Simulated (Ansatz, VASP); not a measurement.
# Cross-check of Ga6As6H13 (GaAs wire along [111], 24 atoms a period, H-terminated) between VASP and Ansatz, part 2 of 3

One calculation is typed for both programs; each brings its own data sets. How far apart do they land? Of the first pair: The structure shown is the start of the Ansatz relaxation below; VASP solves that cell, so the two are compared at the walk's first step.

VASP 6.6.1 and Ansatz 0.2.0.

So far: The starting structure; Ansatz: relaxation, PBE.

## (3) VASP: single point, PBE, start cell, pair 1

Level of this step: PBE; plane waves and PAW (Ga_d, As, H) (VASP).

The same cell, functional, mesh and smearing now go to VASP, with its own data sets.

Lines of VASP's logs that name or quote its potential files are left out, and so is its time.

Input file INCAR:

```
SYSTEM = Ga6As6H13
PREC = Accurate
ENCUT = 400
EDIFF = 1E-06
NELM = 120
ISMEAR = -1
SIGMA = 0.05
LREAL = Auto
ALGO = Normal
GGA = PE
NBANDS = 160
LORBIT = 11
LWAVE = .FALSE.
LCHARG = .FALSE.
ISIF = 2
LASPH = .TRUE.
GGA_COMPAT = .FALSE.
EFERMI = MIDGAP
KPAR = 4
```

Input file POSCAR:

```
Ga6As6H13
1.0
   15.4790000000      0.0000000000      0.0000000000
    0.0000000000     16.7930000000      0.0000000000
    0.0000000000      0.0000000000      9.9592920000
Ga As H
12 12 26
Direct
    0.3029953485      0.6406363961      0.0000000000
    0.4343301893      0.4309573036      0.0000000000
    0.5656650300      0.6406363961      0.0000000000
    0.4343301893      0.5707434050      0.3333333333
    0.5656650300      0.3610642530      0.3333333333
    0.6969998708      0.5707434050      0.3333333333
    0.3029953485      0.5008503543      0.6666666667
    0.4343301893      0.2911712023      0.6666666667
    0.4343301893      0.7105294468      0.6666666667
    0.5656650300      0.5008503543      0.6666666667
    0.6969998708      0.7105294468      0.6666666667
    0.6969998708      0.4309573036      0.0000000000
    0.3029953485      0.6406363961      0.2500000000
    0.4343301893      0.4309573036      0.2500000000
    0.5656650300      0.6406363961      0.2500000000
    0.6969998708      0.4309573036      0.2500000000
    0.4343301893      0.5707434050      0.5833333333
    0.5656650300      0.3610642530      0.5833333333
    0.6969998708      0.5707434050      0.5833333333
    0.3029953485      0.5008503543      0.9166666667
    0.4343301893      0.2911712023      0.9166666667
    0.4343301893      0.7105294468      0.9166666667
    0.5656650300      0.5008503543      0.9166666667
    0.6969998708      0.7105294468      0.9166666667
    0.5656650300      0.2723583636      0.2804513614
    0.7803427224      0.6150963497      0.2804513614
    0.2212348989      0.5971255880      0.3018778845
    0.3029953485      0.7276580123      0.3018778845
    0.3525697396      0.3874464956      0.3018778845
    0.5656650300      0.7276580123      0.3018778845
    0.7787602558      0.3874464956      0.3018778845
    0.2196524323      0.5452032990      0.6137846947
    0.3029953485      0.4121444054      0.6137846947
    0.3509872731      0.3355241470      0.6137846947
    0.3509872731      0.7548823915      0.6137846947
    0.4343301893      0.2024653129      0.6137846947
    0.5176730409      0.7548823915      0.6137846947
    0.6136569546      0.7548823915      0.6137846947
    0.7803427224      0.7548823915      0.6137846947
    0.6474254151      0.3175534449      0.6352112178
    0.7787602558      0.5272325969      0.6352112178
    0.2196524323      0.6849894003      0.9471180281
    0.6969998708      0.3422514143      0.9471180281
    0.7803427224      0.4753102483      0.9471180281
    0.2212348989      0.4573395462      0.9685445512
    0.3525697396      0.2476603942      0.9685445512
    0.4343301893      0.7975510629      0.9685445512
    0.5160905743      0.2476603942      0.9685445512
    0.6969998708      0.7975510629      0.9685445512
    0.7787602558      0.6670186387      0.9685445512
```

Input file KPOINTS:

```
Automatic mesh
0
Gamma
1 1 9
0 0 0
```

PAW data sets: Ga_d, As and H (PBE family, release 64).

Command:

```sh
$ mpirun -np 8 vasp_std
```

Numbers of over 12 decimals in the logs are rounded to 6 here.

Output:

```text
[banner, memory and clock lines left out]
running    8 mpi-ranks, on    1 nodes
[...]
|                                                                             |
|           W    W    AA    RRRRR   N    N  II  N    N   GGGG   !!!           |
|           W    W   A  A   R    R  NN   N  II  NN   N  G    G  !!!           |
|           W    W  A    A  R    R  N N  N  II  N N  N  G       !!!           |
|           W WW W  AAAAAA  RRRRR   N  N N  II  N  N N  G  GGG   !            |
|           WW  WW  A    A  R   R   N   NN  II  N   NN  G    G                |
|           W    W  A    A  R    R  N    N  II  N    N   GGGG   !!!           |
|                                                                             |
|     For optimal performance we recommend to set                             |
|       NCORE = 2 up to number-of-cores-per-socket                            |
|     NCORE specifies how many cores store one orbital (NPAR=cpu/NCORE).      |
|     This setting can greatly improve the performance of VASP for DFT.       |
|     The default, NCORE=1 might be grossly inefficient on modern             |
|     multi-core architectures or massively parallel machines. Do your        |
|     Unfortunately you need to use the default for GW and RPA                |
|     calculations (for HF NCORE is supported but not extensively tested      |
|     yet).                                                                   |
|                                                                             |

 LDA part: xc-table for (Slater+PW92), standard interpolation
 POSCAR, INCAR and KPOINTS ok, starting setup
[...]
entering main loop
       N       E                     dE             d eps       ncg     rms          rms(c)
DAV:   1     0.151992769833E+04    0.15199E+04   -0.84549E+04  1928   0.105E+03
DAV:   2     0.236019334657E+02   -0.14963E+04   -0.14387E+04  2224   0.270E+02
DAV:   3    -0.171575862708E+03   -0.19518E+03   -0.19371E+03  2048   0.105E+02
DAV:   4    -0.185007271540E+03   -0.13431E+02   -0.13399E+02  2144   0.298E+01
[...]
DAV:  24    -0.176221963011E+03   -0.64990E-05   -0.62170E-07  1312   0.196E-03    0.304E-04
DAV:  25    -0.176221964460E+03   -0.14487E-05   -0.13763E-07  1400   0.164E-03    0.161E-04
DAV:  26    -0.176221965423E+03   -0.96314E-06   -0.97644E-08  1216   0.122E-03
   1 F= -.17622197E+03 E0= -.17622197E+03  d E =-.350582E-08
```

From OUTCAR (step 3):

```text
  Total       -5.6418922     -6.9276095     -1.4083741     -1.1540665      0.0429387     -0.0577662
  in kB       -3.4916903     -4.2874032     -0.8716235     -0.7142360      0.0265742     -0.0357507
  external PRESSURE =      -2.8835723 kB  Pullay stress =       0.0000000 kB

 POSITION                                       TOTAL-FORCE (eV/Angst)
 -----------------------------------------------------------------------------------
      4.69006     10.75821      0.00000        -0.593140      0.344390     -0.246378
      6.72300      7.23707      0.00000        -0.219379      0.093158      0.143813
      8.75593     10.75821      0.00000        -0.187777      0.150751      0.143181
      6.72300      9.58449      3.31976        -0.112413      0.066546      0.757137
      8.75593      6.06335      3.31976         0.408845     -0.721298      0.114136
     10.78886      9.58449      3.31976         0.828344      0.005844      0.116860
      4.69006      8.41078      6.63953        -0.792290     -0.145351     -0.838194
      6.72300      4.88964      6.63953        -0.316135     -0.886417     -0.838017
      6.72300     11.93192      6.63953        -0.265271      0.767244     -0.839191
      8.75593      8.41078      6.63953         0.122542     -0.066009     -0.306523
     10.78886     11.93192      6.63953         0.611450      0.727261     -0.838286
     10.78886      7.23707      0.00000         0.712668     -0.412236     -0.389722
      4.69006     10.75821      2.48982         0.168178     -0.095876     -0.143996
      6.72300      7.23707      2.48982         0.132459      0.196919     -0.000420
[...]
-----------------------------------------------------------------------------------
    total drift:                               -0.007441      0.007001     -0.004191

  FREE ENERGIE OF THE ION-ELECTRON SYSTEM (eV)
  ---------------------------------------------------
  free  energy   TOTEN  =      -176.2219654233 eV

  energy  without entropy=     -176.2219654198  energy(sigma->0) =     -176.22196542

[... 3 further parts left out ...]
[key lines of the parts left out:]
E-fermi :  -2.0588
```

## (4) Side by side

Known differences besides the potentials themselves: the data sets hold 362 valence electrons in Ansatz (on its default PAW (the set named soft_2) files) and 242 in VASP; the cutoff is 420 eV in Ansatz and 400 eV in VASP (PREC = Accurate, projectors in real space). Total energies have different zeros and are not compared.

Forces on 10 of the 50 atoms, those with the largest forces and the largest differences (eV/Å; atoms numbered as in POSCAR):

```tsv
atom	Ansatz x, y, z	VASP x, y, z
Ga5	0.410, -0.691, 0.124	0.409, -0.721, 0.114
Ga6	0.803, -0.007, 0.127	0.828, 0.006, 0.117
Ga7	-0.767, -0.134, -0.819	-0.792, -0.145, -0.838
Ga8	-0.294, -0.873, -0.820	-0.316, -0.886, -0.838
Ga9	-0.267, 0.738, -0.820	-0.265, 0.767, -0.839
Ga11	0.611, 0.699, -0.820	0.611, 0.727, -0.838
Ga12	0.689, -0.399, -0.372	0.713, -0.412, -0.390
As21	0.201, 0.143, -0.241	0.208, 0.209, -0.285
As24	-0.021, -0.245, -0.240	-0.080, -0.278, -0.288
H31	-0.473, 0.272, -0.085	-0.410, 0.236, -0.059
```

The forces differ by 29 meV/Å r.m.s., which is 8.6 % of the r.m.s. force of 0.343 eV/Å (both taken over all components).

## (5) Ansatz: relaxation, PBE

This run makes the geometry at which the two programs are then compared. The cell compared in this pair holds 2581.98 Å³, against 2588.81 Å³ for the pair before.

The structure compared here is the end of the Ansatz relaxation.

Input file input.yaml:

```yaml
crystal:
  lattice:
    - [15.479, 0.0, 0.0]
    - [0.0, 16.793, 0.0]
    - [0.0, 0.0, 9.9592921435]
  atoms:
    - { symbol: Ga, position: [0.302995323, 0.640636424, 0.0] }
    - { symbol: Ga, position: [0.434330163, 0.430957301, 0.0] }
    - { symbol: Ga, position: [0.565665004, 0.640636424, 0.0] }
    - { symbol: As, position: [0.302995323, 0.640636424, 0.25] }
    - { symbol: As, position: [0.434330163, 0.430957301, 0.25] }
    - { symbol: As, position: [0.565665004, 0.640636424, 0.25] }
    - { symbol: As, position: [0.696999844, 0.430957301, 0.25] }
    - { symbol: H, position: [0.565665004, 0.272358354, 0.280451396] }
    - { symbol: H, position: [0.780342734, 0.615096336, 0.280451396] }
    - { symbol: H, position: [0.221234892, 0.597125615, 0.30187785] }
    - { symbol: H, position: [0.302995323, 0.727658041, 0.30187785] }
    - { symbol: H, position: [0.352569733, 0.387446493, 0.30187785] }
    - { symbol: H, position: [0.565665004, 0.727658041, 0.30187785] }
    - { symbol: H, position: [0.778760274, 0.387446493, 0.30187785] }
    - { symbol: Ga, position: [0.434330163, 0.570743383, 0.333333333] }
    - { symbol: Ga, position: [0.565665004, 0.36106426, 0.333333333] }
    - { symbol: Ga, position: [0.696999844, 0.570743383, 0.333333333] }
    - { symbol: As, position: [0.434330163, 0.570743383, 0.583333333] }
    - { symbol: As, position: [0.565665004, 0.36106426, 0.583333333] }
    - { symbol: As, position: [0.696999844, 0.570743383, 0.583333333] }
    - { symbol: H, position: [0.219652432, 0.545203295, 0.613784729] }
    - { symbol: H, position: [0.302995323, 0.412144435, 0.613784729] }
    - { symbol: H, position: [0.350987273, 0.335524172, 0.613784729] }
    - { symbol: H, position: [0.350987273, 0.754882418, 0.613784729] }
    - { symbol: H, position: [0.434330163, 0.202465313, 0.613784729] }
    - { symbol: H, position: [0.517673053, 0.754882418, 0.613784729] }
    - { symbol: H, position: [0.613656954, 0.754882418, 0.613784729] }
    - { symbol: H, position: [0.780342734, 0.754882418, 0.613784729] }
    - { symbol: H, position: [0.647425434, 0.317553452, 0.635211184] }
    - { symbol: H, position: [0.778760274, 0.527232574, 0.635211184] }
    - { symbol: Ga, position: [0.302995323, 0.500850342, 0.666666667] }
    - { symbol: Ga, position: [0.434330163, 0.291171219, 0.666666667] }
    - { symbol: Ga, position: [0.434330163, 0.710529464, 0.666666667] }
    - { symbol: Ga, position: [0.565665004, 0.500850342, 0.666666667] }
    - { symbol: Ga, position: [0.696999844, 0.710529464, 0.666666667] }
    - { symbol: As, position: [0.302995323, 0.500850342, 0.916666667] }
    - { symbol: As, position: [0.434330163, 0.291171219, 0.916666667] }
    - { symbol: As, position: [0.434330163, 0.710529464, 0.916666667] }
    - { symbol: As, position: [0.565665004, 0.500850342, 0.916666667] }
    - { symbol: As, position: [0.696999844, 0.710529464, 0.916666667] }
    - { symbol: H, position: [0.219652432, 0.684989377, 0.947118062] }
    - { symbol: H, position: [0.696999844, 0.342251395, 0.947118062] }
    - { symbol: H, position: [0.780342734, 0.475310254, 0.947118062] }
    - { symbol: H, position: [0.221234892, 0.457339533, 0.968544517] }
    - { symbol: H, position: [0.352569733, 0.247660411, 0.968544517] }
    - { symbol: H, position: [0.434330163, 0.797551081, 0.968544517] }
    - { symbol: H, position: [0.516090593, 0.247660411, 0.968544517] }
    - { symbol: H, position: [0.696999844, 0.797551081, 0.968544517] }
    - { symbol: H, position: [0.778760274, 0.667018656, 0.968544517] }
    - { symbol: Ga, position: [0.696999844, 0.430957301, 0.0] }
kpoints:
  mp_grid: { grid: [1, 1, 9] }
scf:
  occupations: { method: fermi_dirac, width: 0.05 }
hamiltonian:
  xc: pbe
relax:
  cell: { fix: [a, b, alpha, beta, gamma] }
  max_steps: 45
  f_tol: 0.03
```

Command:

```sh
$ ansatz run input.yaml --threads 8 --pin off --max-ram 16384MiB --backend cpu --events-out ev --progress --plain --runs-dir out
```

Output:

```text
[...]
Crystal: 50 atoms, lattice volume = 2588.807 Å³
Basis set: ecut = 420 eV, 50627 PW (Γ), exchange–correlation on 216×240×144 points (8 copies of the dense FFT grid, shifted against one another)
Bands: 231, of which v1, the nominal top of the filled ones, is band 181 counted from 1 (180 counted from 0)
Symmetry: 1 space group operations
[...]
- { symbol: As, position: [0.560925, 0.503394, 0.916556] }
    - { symbol: As, position: [0.686669, 0.706914, 0.910340] }
[...]
- { symbol: H, position: [0.426331, 0.790880, 0.968564] }
    - { symbol: H, position: [0.493988, 0.261560, 1.008495] }
    - { symbol: H, position: [0.683995, 0.792250, 0.961792] }
    - { symbol: H, position: [0.755124, 0.677487, 1.008072] }
    - { symbol: Ga, position: [0.696713, 0.430773, -0.012235] }
[key lines of the parts left out:]
SCF converged after 5 iterations
Free energy (F): -104082.465224 eV
Fermi energy:    -1.278800 eV
P = ⅓ Tr σ = -0.0013 GPa (-0.013 kbar)
```

(Continued in part 3 of 3.)

[Lines on the potential files, build, host, timing and source positions are cut from VASP's logs without a mark.]

[Logs are printed without paths, hosts, clocks, repeated set-up lines and the standing remarks that a program may print on its own settings, such as how far it seeks lower states.]

[Hosts, paths, dates, database ids (printed as entryN), source tags and the programs' standing remarks are cut or masked in the printed files.]
